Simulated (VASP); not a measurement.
VASP input:

File KPOINTS:
```
Automatic mesh
0
Gamma
10 10 10
0 0 0
```

**INCAR**
```
PREC=Accurate
EDIFFG=-0.01   # ionic stop
EDIFF=1E-6
SIGMA=0.1   # width (eV)
NSW=60   # most ionic steps
ALGO=Normal
LCHARG=.FALSE.
SYSTEM=Ca
GGA=PS
ISIF=3   # ions, shape and volume
ISMEAR=1
LWAVE=.FALSE.
IBRION=2   # conjugate gradients
LREAL=.FALSE.
LASPH=.TRUE.   # aspherical one-centre terms
NELM=100
ENCUT=400
```

### POSCAR
```
Ca
1
    0.0000000000     2.7900000000     2.7900000000
    2.7900000000     0.0000000000     2.7900000000
    2.7900000000     2.7900000000     0.0000000000
Ca
1
Direct
  0.0000000000   0.0000000000   0.0000000000
```

POTCAR, in this order: Ca_sv (PBE.64 set). Program: vasp_std.

Translate this PBEsol calculation to Ansatz.

One equivalent input (not run):
Ansatz 0.2 input:
```yaml
crystal:
  lattice:
    - [0.0000000, 2.7900000, 2.7900000]
    - [2.7900000, 0.0000000, 2.7900000]
    - [2.7900000, 2.7900000, 0.0000000]
  atoms:
    - { symbol: Ca, position: [0.0000000, 0.0000000, 0.0000000] }
kpoints:
  mp_grid: { grid: [10, 10, 10] }
hamiltonian:
  xc: pbesol
  pseudopotentials: { kind: paw }
scf:
  occupations: { method: methfessel_paxton, width: 0.1 }
  max_iter: 100
relax:
  max_steps: 60
  f_tol: 0.01
  cell: {}
output: { forces: true, stress: true, eigenvalues: true }
```
What does not carry over: each code has its own PAW files, so the cut-off isn't converted (ENCUT is set for VASP's; basis.ecutwfc is left out, and Ansatz then takes the one that its files recommend); Ansatz stops its SCF on the density residual and VASP on the energy change (EDIFF).

The compound is Ca in the fcc structure. This run relaxes it. Symmetry was kept, so distortions that lower it aren't found.
